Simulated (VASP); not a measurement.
Output of a VASP run:

**OUTCAR**
```
 ion  position               nearest neighbor table
   1  0.333  0.667  0.250-   2 3.49   2 3.49   2 3.49   2 3.49   2 3.49   2 3.49
   2  0.667  0.333  0.750-   1 3.49   1 3.49   1 3.49   1 3.49   1 3.49   1 3.49
  LATTYP: Found a hexagonal cell.
 ALAT       =     3.4643354554
 C/A-ratio  =     1.6483173743
 Subroutine PRICEL returns:
 Original cell was already a primitive cell.
 Subroutine GETGRP returns: Found 24 space group operations
The static configuration has the point symmetry D_3d.
 The point group associated with its full space group is D_6h.
The dynamic configuration has the point symmetry D_3d.
The overall configuration has the point symmetry D_3d.
 Subroutine INISYM returns: Found 24 space group operations
 Subroutine IBZKPT returns following result:
 Found     64 irreducible k-points:

 Following reciprocal coordinates:
            Coordinates               Weight
  0.000000  0.000000  0.000000      1.000000
  0.090909 -0.000000  0.000000      6.000000
  0.181818 -0.000000  0.000000      6.000000
  0.272727 -0.000000  0.000000      6.000000
  0.363636  0.000000  0.000000      6.000000
  0.454545 -0.000000  0.000000      6.000000
  0.090909  0.090909  0.000000      6.000000
  0.181818  0.090909  0.000000     12.000000
  0.272727  0.090909  0.000000     12.000000
  0.363636  0.090909  0.000000     12.000000
  0.454545  0.090909  0.000000      6.000000
  0.181818  0.181818  0.000000      6.000000
  0.272727  0.181818  0.000000     12.000000
  0.363636  0.181818  0.000000     12.000000
  0.272727  0.272727  0.000000      6.000000
  0.363636  0.272727  0.000000      6.000000
  0.000000  0.000000  0.166667      2.000000
  0.090909 -0.000000  0.166667     12.000000
  0.181818 -0.000000  0.166667     12.000000
  0.272727 -0.000000  0.166667     12.000000
  0.363636  0.000000  0.166667     12.000000
  0.454545 -0.000000  0.166667     12.000000
  0.090909  0.090909  0.166667     12.000000
  0.181818  0.090909  0.166667     24.000000
  0.272727  0.090909  0.166667     24.000000
  0.363636  0.090909  0.166667     24.000000
  0.454545  0.090909  0.166667     12.000000
  0.181818  0.181818  0.166667     12.000000
  0.272727  0.181818  0.166667     24.000000
  0.363636  0.181818  0.166667     24.000000
  0.272727  0.272727  0.166667     12.000000
  0.363636  0.272727  0.166667     12.000000
  0.000000  0.000000  0.333333      2.000000
  0.090909 -0.000000  0.333333     12.000000
  0.181818 -0.000000  0.333333     12.000000
  0.272727 -0.000000  0.333333     12.000000
  0.363636  0.000000  0.333333     12.000000
  0.454545 -0.000000  0.333333     12.000000
  0.090909  0.090909  0.333333     12.000000
  0.181818  0.090909  0.333333     24.000000
   k-points           NKPTS =     64   k-points in BZ     NKDIM =     64   number of bands    NBANDS=     36
   number of dos      NEDOS =    301   number of ions     NIONS =      2
   total plane-waves  NPLWV =  23040
   dimension x,y,z NGX =    24 NGY =   24 NGZ =   40
   dimension x,y,z NGXF=    48 NGYF=   48 NGZF=   80
   ions per type =               2
   PREC   = accura    normal or accurate (medium, high low for compatibility)
   ISTART =      0    job   : 0-new  1-cont  2-samecut
   ICHARG =      2    charge: 1-file 2-atom 10-const
   ISPIN  =      1    spin polarized calculation?
   LNONCOLLINEAR =      T non collinear calculations
   LSORBIT =      T    spin-orbit coupling
   INIWAV =      1    electr: 0-lowe 1-rand  2-diag
   ENCUT  =  400.0 eV  29.40 Ry    5.42 a.u.   5.65  5.65  9.31*2*pi/ulx,y,z
   NELM   =    100;   NELMIN=  2; NELMDL= -5     # of ELM steps
   EDIFF  = 0.1E-05   stopping-criterion for ELM
   LREAL  =      F    real-space projection
   NLSPLINE    = F    spline interpolate recip. space projectors
   LMAXMIX     =    4 max onsite mixed and CHGCAR
   VOSKOWN=      0    Vosko Wilk Nusair interpolation
   EDIFFG = 0.1E-04   stopping-criterion for IOM
...
```

### OSZICAR
```
       N       E                     dE             d eps       ncg     rms          rms(c)
DAV:   1     0.321464563234E+03    0.32146E+03   -0.12004E+04  4616   0.163E+03
DAV:   2     0.222516645643E+02   -0.29921E+03   -0.29412E+03  4632   0.464E+02
DAV:   3    -0.780729790977E+01   -0.30059E+02   -0.29542E+02  5516   0.196E+02
DAV:   4    -0.904151910847E+01   -0.12342E+01   -0.12292E+01  5520   0.451E+01
DAV:   5    -0.909056560228E+01   -0.49046E-01   -0.49041E-01  6080   0.773E+00    0.863E-01
DAV:   6    -0.906978629073E+01    0.20779E-01   -0.48777E-02  6376   0.316E+00    0.399E-01
DAV:   7    -0.906395155276E+01    0.58347E-02   -0.11092E-02  5756   0.149E+00    0.279E-01
DAV:   8    -0.906335309520E+01    0.59846E-03   -0.76838E-04  6612   0.293E-01    0.544E-02
DAV:   9    -0.906311301354E+01    0.24008E-03   -0.19183E-04  5220   0.260E-01    0.808E-03
DAV:  10    -0.906310201626E+01    0.10997E-04   -0.70532E-06  5464   0.448E-02    0.292E-03
DAV:  11    -0.906310110092E+01    0.91533E-06   -0.37221E-07  2764   0.783E-03
   1 F= -.90631011E+01 E0= -.90617908E+01  d E =-.262067E-02  mag=    -0.0000     0.0000    -0.0000
       N       E                     dE             ncg
```

File OUTCAR:
```
------------------------ aborting loop because EDIFF is reached ----------------------------------------
  FORCE on cell =-STRESS in cart. coord.  units (eV):
  Direction    XX          YY          ZZ          XY          YZ          ZX
  --------------------------------------------------------------------------------------
  Total        0.0975723      0.0975723     -0.0993893      0.0000000      0.0000000      0.0000000
  in kB        2.6339399      2.6339392     -2.6829908      0.0000000      0.0000000      0.0000000
  external PRESSURE =       0.8616294 kB  Pullay stress =       0.0000000 kB
  volume of cell :       59.35
      direct lattice vectors                 reciprocal lattice vectors
     3.464335455  0.000000000  0.000000000     0.288655649  0.166655439  0.000000000
    -1.732167728  3.000202112  0.000000000     0.000000000  0.333310878  0.000000000
     0.000000000  0.000000000  5.710324322     0.000000000  0.000000000  0.175121402
 POSITION                                       TOTAL-FORCE (eV/Angst)
 -----------------------------------------------------------------------------------
     -0.00000      2.00014      1.42758         0.000000      0.000000      0.000000
      1.73217      1.00007      4.28274        -0.000000     -0.000000      0.000000
 -----------------------------------------------------------------------------------
    total drift:                               -0.000645      0.000372     -0.000315
  FREE ENERGIE OF THE ION-ELECTRON SYSTEM (eV)
  ---------------------------------------------------
  free  energy   TOTEN  =        -9.0631011009 eV

  energy  without entropy=       -9.0604804317  energy(sigma->0) =       -9.06179077

 Ion:    1  E_soc:     -1.1244854

 Ion:    2  E_soc:     -1.1244854
```
(Selected blocks of OUTCAR.)

File POSCAR:
```
Pb
1
    3.4643354554     0.0000000000    -0.0000000000
   -1.7321677277     3.0002021119     0.0000000000
    0.0000000000    -0.0000000000     5.7103243217
Pb
2
Direct
  0.3333330000   0.6666670000   0.2500000000
  0.6666670000   0.3333330000   0.7500000000
```

**Question.** Reconstruct the remaining input files.

**Answer.** This is not unique; one that fits is the input of the run itself, PBEsol GGA with spin-orbit coupling, plane waves, VASP's PBE PAW potentials (set 64).

File KPOINTS:
```
kpoints
0
G
11 11 6
```

### KPOINTS_OPT
```
k-points along high-symmetry lines
5
Line-mode
Reciprocal
  0.000000   0.000000   0.000000 ! GAMMA
  0.500000   0.000000   0.000000 ! M

  0.500000   0.000000   0.000000 ! M
  0.333333   0.333333   0.000000 ! K

  0.333333   0.333333   0.000000 ! K
  0.000000   0.000000   0.000000 ! GAMMA

  0.000000   0.000000   0.000000 ! GAMMA
  0.000000   0.000000   0.500000 ! A

  0.000000   0.000000   0.500000 ! A
  0.500000   0.000000   0.500000 ! L

  0.500000   0.000000   0.500000 ! L
  0.333333   0.333333   0.500000 ! H

  0.333333   0.333333   0.500000 ! H
  0.000000   0.000000   0.500000 ! A

  0.500000   0.000000   0.500000 ! L
  0.500000   0.000000   0.000000 ! M

  0.333333   0.333333   0.500000 ! H
  0.333333   0.333333   0.000000 ! K
```

**INCAR**
```
! general
SYSTEM     = Pb
PREC       = Accurate
ENCUT      = 400
LREAL      = F
LASPH      = T

! electronic loop
EDIFF      = 1E-6
NELM       = 100
ALGO       = Normal
LMAXMIX    = 4

! smearing
ISMEAR     = 0
SIGMA      = 0.05

! functional
GGA        = PS
GGA_COMPAT = F

! spin
MAGMOM     = 0 0 0 0 0 0
LSORBIT    = T

! output
LWAVE      = F
LCHARG     = F
```

POTCAR, in this order: Pb_d (PBE.64 set). Program: vasp_ncl.

The structure comes from a measured Pb entry (P6_3/mmc) of the Crystallography Open Database, whose conditions weren't checked. It was relaxed first.
